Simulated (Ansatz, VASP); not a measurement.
# Sn2W (Sn2W in the AlB2 type): VASP beside Ansatz, part 2 of 2

Aim: how closely do two programs agree when they are given the same cell, functional and k mesh? The cell is generated by rule, not measured, and may not be a known phase. The cell is taken from a series of runs on this material, whose earlier steps may have relaxed, scaled, displaced or heated it; both programs get it as it stands.

VASP 6.6.1 and Ansatz 0.2.0.

So far: The structure; VASP: relaxation of cell and atoms, LDA, pair 1; Ansatz: relaxation of cell and atoms, LDA, pair 1; Side by side.

The structure was built from a prototype and need not be the compound's stable phase.

### 5. Ansatz: relaxation of cell and atoms, LDA, pair 2

Level of this step: Ansatz beside VASP: Kohn-Sham DFT, plane waves, LDA (Ansatz).

The relaxed volume is the usual yardstick between codes: in a stiff, nearly cubic crystal its relative difference is about their pressure difference at one cell divided by the bulk modulus.

The cell is taken from a series of runs on this material, whose earlier steps may have relaxed, scaled, displaced or heated it; both programs get it as it stands.

input.yaml

```yaml
crystal:
  lattice:
    - [4.9644798241, 0.0, 0.0]
    - [-2.4822399121, 4.2993656443, 0.0]
    - [0.0, 0.0, 2.7975817333]
  atoms:
    - { symbol: W, position: [0.0, 0.0, 0.0] }
    - { symbol: Sn, position: [0.3333333333, 0.6666666667, 0.5] }
    - { symbol: Sn, position: [0.6666666667, 0.3333333333, 0.5] }
kpoints:
  mp_grid: { grid: [9, 9, 10] }
hamiltonian:
  xc: lda
  pseudopotentials: { kind: paw, azcp: { folder: soft_1 }, xc_functional: pbe }
scf:
  occupations: { method: gaussian, width: 0.1 }
output:
  forces: true
  stress: true
  eigenvalues: true
relax:
  adjacent_minimum: "off"
  f_tol: 0.005
  max_steps: 80
  cell: { stress_tol: 0.05 }
```

Launch:

```console
ansatz run input.yaml --threads 4 --pin off --max-ram 12288MiB --backend cpu --events-out ev --progress --plain --runs-dir out
```

Numbers of over 12 decimals in the logs are rounded to 6 here.

The program printed:

```text
[...]
Crystal: 3 atoms, lattice volume = 59.712 Å³
Basis set: ecut = 420 eV, 1191 PW (Γ)
Bands: 26, of which v1, the nominal top of the filled ones, is band 21 counted from 1 (20 counted from 0)
Symmetry: 24 space group operations
[...]
k-points: 72 of 810
[...]
--- Relaxed structure (3 steps of the walk, 2 accepted, 1 SCFs on fresh bases) ---
[...]
cell:  # Å, volume = 59.5816 Å³
    - [4.951183, 2.8790052961114963e-11, 0.0]
    - [-2.475591, 4.287850, 0.0]
    - [0.0, 0.0, 2.806489]
  atoms:
    - { symbol: W, position: [0, 0, 0.0] }
    - { symbol: Sn, position: [0.333333, 0.666667, 0.500000] }
    - { symbol: Sn, position: [0.666667, 0.333333, 0.500000] }
[key lines of the parts left out:]
SCF converged after 4 iterations
Free energy (F): -21887.220238 eV
Fermi energy:    16.441902 eV
P = ⅓ Tr σ = -0.0278 GPa (-0.278 kbar)
```

### 6. VASP: relaxation of cell and atoms, LDA, pair 2

The same cell, functional (in two slightly different forms), mesh and smearing now go to VASP, with its own data sets.

INCAR

```
SYSTEM = Sn2W
PREC = Accurate
ENCUT = 600
EDIFF = 1E-07
NELM = 120
ISMEAR = 0
SIGMA = 0.1
LREAL = .FALSE.
ALGO = Normal
GGA = PW92
NBANDS = 23
LASPH = .TRUE.
LORBIT = 11
LWAVE = .FALSE.
LCHARG = .FALSE.
ISIF = 3
IBRION = 2
NSW = 80
EDIFFG = -0.005
GGA_COMPAT = .FALSE.
NELMIN = 4
KPAR = 2
```

POSCAR

```
Sn2W
1.0
    4.9644800000      0.0000000000      0.0000000000
   -2.4822400000      4.2993660000      0.0000000000
    0.0000000000      0.0000000000      2.7975820000
W Sn
1 2
Direct
    0.0000000000      0.0000000000      0.0000000000
    0.3333333333      0.6666666667      0.5000000000
    0.6666666667      0.3333333333      0.5000000000
```

KPOINTS

```
Automatic mesh
0
Gamma
9 9 10
0 0 0
```

Potentials, in the order of the species: W and Sn_d (LDA family, release 64).

Launch:

```console
mpirun -np 2 vasp_std
```

The program printed:

```text
[banner, memory and clock lines left out]
running    2 mpi-ranks, on    1 nodes
[...]
[... a notice as in an earlier step ...]

 LDA part: xc-table for (Slater(with rela. corr.)+PW92), standard interpolation
 POSCAR, INCAR and KPOINTS ok, starting setup
[...]
entering main loop
       N       E                     dE             d eps       ncg     rms          rms(c)
DAV:   1     0.293269427801E+03    0.29327E+03   -0.18660E+04  3425   0.250E+03
DAV:   2     0.128769417353E+02   -0.28039E+03   -0.27266E+03  3333   0.547E+02
DAV:   3    -0.200217884460E+02   -0.32899E+02   -0.32161E+02  4110   0.159E+02
DAV:   4    -0.212372562178E+02   -0.12155E+01   -0.12050E+01  3727   0.327E+01
[...]
DAV:  11    -0.204941608260E+02    0.10301E-04   -0.59690E-05  4186   0.588E-02    0.124E-02
DAV:  12    -0.204941588441E+02    0.19819E-05   -0.79203E-06  4811   0.215E-02    0.439E-03
DAV:  13    -0.204941588184E+02    0.25701E-07   -0.64018E-07  3623   0.923E-03
   1 F= -.20494159E+02 E0= -.20489320E+02  d E =-.204942E+02
[...]
DAV:   8    -0.204951330253E+02   -0.66848E-10   -0.33072E-07  3422   0.497E-03
   2 F= -.20495133E+02 E0= -.20490882E+02  d E =-.974207E-03
 trial-energy change:   -0.000974  1 .order   -0.000929   -0.005503    0.003645
 step:   0.6086(harm=  0.6016)  dis= 0.00000  next Energy=   -20.495844 (dE=-0.168E-02)
[...]
N       E                     dE             d eps       ncg     rms          rms(c)
DAV:   1    -0.205017980170E+02   -0.66650E-02   -0.15589E-01  4027   0.479E+00    0.407E-01
DAV:   2    -0.204974738725E+02    0.43241E-02   -0.92491E-03  4254   0.143E+00    0.216E-01
DAV:   3    -0.204958881888E+02    0.15857E-02   -0.41235E-03  4451   0.890E-01    0.639E-02
DAV:   4    -0.204958645873E+02    0.23602E-04   -0.47446E-04  3612   0.185E-01    0.299E-02
DAV:   5    -0.204958434252E+02    0.21162E-04   -0.69137E-05  4618   0.114E-01    0.113E-02
DAV:   6    -0.204958408833E+02    0.25419E-05   -0.47279E-06  5040   0.262E-02    0.377E-03
DAV:   7    -0.204958407290E+02    0.15434E-06   -0.85943E-07  3690   0.889E-03    0.825E-04
DAV:   8    -0.204958407272E+02    0.18013E-08   -0.39808E-08  1873   0.186E-03
   3 F= -.20495841E+02 E0= -.20491411E+02  d E =-.168191E-02
[...]
reached required accuracy - stopping structural energy minimisation
```

From OUTCAR (step 6):

```text
  Total        0.0000447      0.0000447      0.0062432      0.0000000      0.0000000      0.0000000
  in kB        0.0012043      0.0012043      0.1683368      0.0000000      0.0000000      0.0000000
  external PRESSURE =       0.0569151 kB  Pullay stress =       0.0000000 kB

 POSITION                                       TOTAL-FORCE (eV/Angst)
 -----------------------------------------------------------------------------------
      0.00000      0.00000      0.00000         0.000000      0.000000     -0.000000
     -0.00000      2.85575      1.40221        -0.000000     -0.000000     -0.000000
      2.47316      1.42788      1.40221         0.000000      0.000000      0.000000
 -----------------------------------------------------------------------------------
    total drift:                               -0.000000      0.000000      0.000000

  FREE ENERGIE OF THE ION-ELECTRON SYSTEM (eV)
  ---------------------------------------------------
  free  energy   TOTEN  =       -20.4958407272 eV

  energy  without entropy=      -20.4869803911  energy(sigma->0) =      -20.49141056

[... 1 part as in an earlier step ...]

[... 3 further parts left out ...]
[key lines of the parts left out:]
E-fermi :  10.1650
```

### 7. Side by side

What differs besides the data sets and the points named for the pairs above, as far as they apply: the data sets hold 42 valence electrons in Ansatz (on its PAW soft_1 files) and 34 in VASP. Total energies have different zeros and are not compared.

Compared:

```csv
quantity,Ansatz,VASP,difference
volume (Å³),59.58,59.42,+0.27 %
"edge a after relaxation, in the typed setting (Å)",4.951,4.946,+0.10 %
"edge c after relaxation, in the typed setting (Å)",2.807,2.804,+0.07 %
```

### 8. VASP: zone-centre phonons, LDA

Second derivatives magnify differences that forces hide, and they need a tight electronic threshold.

INCAR

```
SYSTEM = Sn2W
PREC = Accurate
ENCUT = 600
EDIFF = 1E-08
NELM = 120
ISMEAR = 1
SIGMA = 0.2
LREAL = .FALSE.
ALGO = Normal
GGA = PW92
NBANDS = 23
LASPH = .TRUE.
LORBIT = 11
LWAVE = .FALSE.
LCHARG = .FALSE.
ISIF = 2
IBRION = 8
GGA_COMPAT = .FALSE.
KPAR = 2
```

POSCAR

```
Sn2W
1.0
    4.9637388275      0.0000000000      0.0000000000
   -2.4818694137      4.2987239223      0.0000000000
    0.0000000000      0.0000000000      2.7998620807
W Sn
1 2
Direct
    0.0000000000      0.0000000000      0.0000000000
    0.3333333333      0.6666666667      0.5000000000
    0.6666666667      0.3333333333      0.5000000000
```

KPOINTS

```
Automatic mesh
0
Gamma
4 4 6
0 0 0
```

Launch:

```console
mpirun -np 2 vasp_std
```

The program printed:

```text
[... set-up lines as in an earlier step ...]
 entering main loop
       N       E                     dE             d eps       ncg     rms          rms(c)
DAV:   1     0.291383130214E+03    0.29138E+03   -0.18527E+04   752   0.250E+03
DAV:   2     0.129004808037E+02   -0.27848E+03   -0.27110E+03   736   0.544E+02
DAV:   3    -0.200363998725E+02   -0.32937E+02   -0.32287E+02   946   0.159E+02
DAV:   4    -0.211485384820E+02   -0.11121E+01   -0.11085E+01   813   0.321E+01
[...]
DAV:  12    -0.204428608677E+02    0.24576E-05   -0.58506E-06   989   0.164E-02    0.473E-03
DAV:  13    -0.204428607738E+02    0.93853E-07   -0.41934E-07   893   0.727E-03    0.205E-03
DAV:  14    -0.204428607685E+02    0.52933E-08   -0.29755E-08   728   0.177E-03
   1 F= -.20442861E+02 E0= -.20441115E+02  d E =-.523646E-02
 Linear response reoptimize wavefunctions to high precision
DAV:   1    -0.204428607649E+02    0.35971E-08   -0.12726E-08   816   0.988E-04
DAV:   2    -0.204428607650E+02   -0.87311E-10   -0.72428E-10   473   0.232E-04
 Linear response DOF=           4
 Linear response progress:
[...]
RMM:  15    -0.230821952364E+00    0.87516E-08   -0.15124E-07  3686   0.416E-04    0.138E-06
RMM:  16    -0.230821929508E+00    0.22857E-07   -0.72059E-08  3532   0.411E-04    0.690E-07
RMM:  17    -0.230821921334E+00    0.81738E-08   -0.95417E-08  3467   0.408E-04    0.278E-07
 first order change of Fermi-energy  -0.52531E-05
 force on displaced ion       2 direction 1 :  -7.265   0.000   0.000
 Linear response progress:
  Degree of freedom:   4/  4
       N       E                     dE             d eps       ncg     rms          rms(c)
RMM:   1    -0.201553699327E+00   -0.20155E+00    0.72007E-01  1035   0.113E+01
RMM:   2    -0.207003376953E+00   -0.54497E-02   -0.16518E-02  1447   0.964E-01    0.451E-02
RMM:   3    -0.206997524656E+00    0.58523E-05   -0.11804E-03  1502   0.268E-01    0.235E-02
RMM:   4    -0.206851854502E+00    0.14567E-03   -0.10083E-04  1529   0.788E-02    0.729E-03
[...]
RMM:  11    -0.206830857718E+00   -0.89085E-07    0.39172E-08  1715   0.387E-04    0.555E-06
RMM:  12    -0.206830843408E+00    0.14310E-07    0.12431E-07  1662   0.336E-04    0.134E-06
RMM:  13    -0.206830843539E+00   -0.13145E-09    0.15024E-08  1548   0.307E-04    0.622E-07
 first order change of Fermi-energy  -0.80111E-04
 force on displaced ion       2 direction 3 :  -0.000   0.000   1.866
 Linear response finished
```

OUTCAR, selected parts (step 8):

```text
  Total       -0.2644574     -0.2644574     -0.4986082     -0.0000000     -0.0000000      0.0000000
  in kB       -7.0922039     -7.0922039    -13.3716474     -0.0000000     -0.0000000      0.0000000
  external PRESSURE =      -9.1853517 kB  Pullay stress =       0.0000000 kB

 POSITION                                       TOTAL-FORCE (eV/Angst)
 -----------------------------------------------------------------------------------
      0.00000      0.00000      0.00000         0.000000      0.000000      0.000000
     -0.00000      2.86582      1.39993         0.000000      0.000000      0.000000
      2.48187      1.43291      1.39993        -0.000000      0.000000      0.000000
 -----------------------------------------------------------------------------------
    total drift:                               -0.000000      0.000000      0.000000

[... 2 further parts left out ...]
```

### 9. Ansatz: zone-centre phonons, LDA

The same cell, functional (in two slightly different forms), mesh and smearing now go to Ansatz, which takes its cutoff from its data sets.

The cell is taken from a series of runs on this material, whose earlier steps may have relaxed, scaled, displaced or heated it; both programs get it as it stands.

input.yaml

```yaml
crystal:
  lattice:
    - [4.9637388275, 0.0, 0.0]
    - [-2.4818694137, 4.2987239223, 0.0]
    - [0.0, 0.0, 2.7998620807]
  atoms:
    - { symbol: W, position: [0.0, 0.0, 0.0] }
    - { symbol: Sn, position: [0.3333333333, 0.6666666667, 0.5] }
    - { symbol: Sn, position: [0.6666666667, 0.3333333333, 0.5] }
kpoints:
  mp_grid: { grid: [4, 4, 6] }
hamiltonian:
  xc: lda
  pseudopotentials: { kind: paw, azcp: { folder: soft_1 }, xc_functional: pbe }
scf:
  occupations: { method: methfessel_paxton, width: 0.2 }
output:
  eigenvalues: true
phonons:
  method: dfpt
  qmesh: [2, 2, 2]
  temperatures: { t_max: 1000, t_step: 50 }
  qpath:
    path:
      - [[0.0, 0.0, 0.0], [0.5, 0.0, 0.0], [0.33333333, 0.33333333, 0.0], [0.0, 0.0, 0.0], [0.0, 0.0, 0.5], [0.5, 0.0, 0.5], [0.33333333, 0.33333333, 0.5], [0.0, 0.0, 0.5]]
      - [[0.5, 0.0, 0.5], [0.5, 0.0, 0.0]]
      - [[0.33333333, 0.33333333, 0.5], [0.33333333, 0.33333333, 0.0]]
    npoints: 10
```

Launch:

```console
ansatz run input.yaml --threads 4 --pin off --max-ram 12288MiB --backend cpu --events-out ev --progress --plain --runs-dir out
```

The program printed:

```text
[...]
largest difference from the sums on the solved wave vectors: F 1.74e-1 eV, S 2.48e-4 and C_V 7.56e-5 eV/K
  zero-point energy: 0.042563 eV/cell   skipped modes (ω ≤ 0): 991, of them read as no rigid motion or as one in doubt: 988 (3.380e0 modes/cell left out, lowest -93.67 cm⁻¹)   left out of the sums: 3.76e-1 of the cell's modes: C_V's classical limit lies that fraction below 3 k_B per atom; for a crystal, a wire or a layer, F and S can be off by more, and a phonons.interpolated_qmesh denser along its periods is the remedy for the sampling
[key lines of the parts left out:]
SCF converged after 9 iterations
Free energy (F): -21887.165663 eV
Fermi energy:    16.602080 eV
```

### 10. Side by side

What differs besides the data sets and the points named for the pairs above, as far as they apply: VASP's run holds the zone centre alone; the data sets hold 42 valence electrons in Ansatz (on its PAW soft_1 files) and 34 in VASP. Total energies have different zeros and are not compared.

The two programs side by side:

```csv
quantity,Ansatz,VASP,difference
"optical mode 1 (imaginary, printed as negative) (cm⁻¹)",-93.7,-93.0,-0.6
"optical mode 2 (imaginary, printed as negative) (cm⁻¹)",-69.2,-69.0,-0.2
optical mode 3 to 4 (cm⁻¹),65.6,63.8,+2.76 %
optical mode 5 to 6 (cm⁻¹),177.3,177.5,-0.10 %
```

Modes are paired by rising frequency, not by their patterns, so a pair may set unlike modes beside each other; they are those without the splitting of longitudinal modes.

### 11. Summary of results

| Property | Result |
| --- | --- |
| difference in volume (relaxation of cell and atoms, LDA, pair 1) | 0.24 % |
| difference in volume (relaxation of cell and atoms, LDA, pair 2) | 0.27 % |
| r.m.s. difference of the optical zone-centre modes, each program's sorted by frequency (zone-centre phonons, LDA) | 1.1 cm⁻¹ |
| difference in optical mode 3 to 4 (zone-centre phonons, LDA) | +2.8 % |

What this shows: The difference in volume is 0.27 % (relaxation of cell and atoms, LDA, pair 2), within the 1.2 % picked in this series as the mark of a large difference, as far as the stopping tolerances let one tell. The data sets hold unlike numbers of valence electrons (42 in Ansatz and 34 in VASP), so part of the differences comes from the potentials. Among the rows given in per cent, the largest difference of the zone-centre phonons, LDA pair is in optical mode 3 to 4, +2.8 %. 1 further run of this series is not shown here. How closely two codes agree says nothing of how well the functional describes the real material.

[Lines on the potential files, build, host, timing and source positions are cut from VASP's logs without a mark.]

[Logs are printed without paths, hosts, clocks, repeated set-up lines and the standing remarks that a program may print on its own settings, such as how far it seeks lower states.]

[Hosts, paths, dates, database ids (printed as entryN), source tags and the programs' standing remarks are cut or masked in the printed files.]
